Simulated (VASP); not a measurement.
Here is the system:

```yaml
crystal:
  lattice:
    - [4.79819, 0.00000, 0.00000]
    - [0.00000, 4.79819, 0.00000]
    - [0.00000, 0.00000, 4.79819]
  atoms:
    - { symbol: Cr, position: [0.13791, 0.13791, 0.13791] }
    - { symbol: Cr, position: [0.36209, 0.86209, 0.63791] }
    - { symbol: Cr, position: [0.63791, 0.36209, 0.86209] }
    - { symbol: Cr, position: [0.86209, 0.63791, 0.36209] }
    - { symbol: Ge, position: [0.84107, 0.84107, 0.84107] }
    - { symbol: Ge, position: [0.65893, 0.15893, 0.34107] }
    - { symbol: Ge, position: [0.34107, 0.65893, 0.15893] }
    - { symbol: Ge, position: [0.15893, 0.34107, 0.65893] }
```

Computed with r2SCAN meta-GGA, VASP's PBE PAW potentials (set 64) (plane waves; VASP). Settings: 400 eV cut-off, 7×7×7 Γ-centred mesh, tetrahedra with Blöchl corrections, potentials Cr_pv Ge_d.

The cores are frozen, which limits the accuracy of field gradients. The run has a spin-polarised start.

Give the principal components of the electric field gradient (V/Å²) and the asymmetry η at each nucleus.

```tsv
atom	Vxx	Vyy	Vzz	η
Cr1	-15.7	-15.7	31.5	0.00
Cr2	-15.7	-15.7	31.5	0.00
Cr3	-15.7	-15.7	31.5	0.00
Cr4	-15.7	-15.7	31.5	0.00
Ge5	38.6	38.6	-77.1	0.00
Ge6	38.6	38.6	-77.1	0.00
Ge7	38.6	38.6	-77.1	0.00
Ge8	38.6	38.6	-77.1	0.00
```

The structure comes from a computed database's CrGe entry (P2_13); how it stands against other phases isn't given here. It was relaxed first.
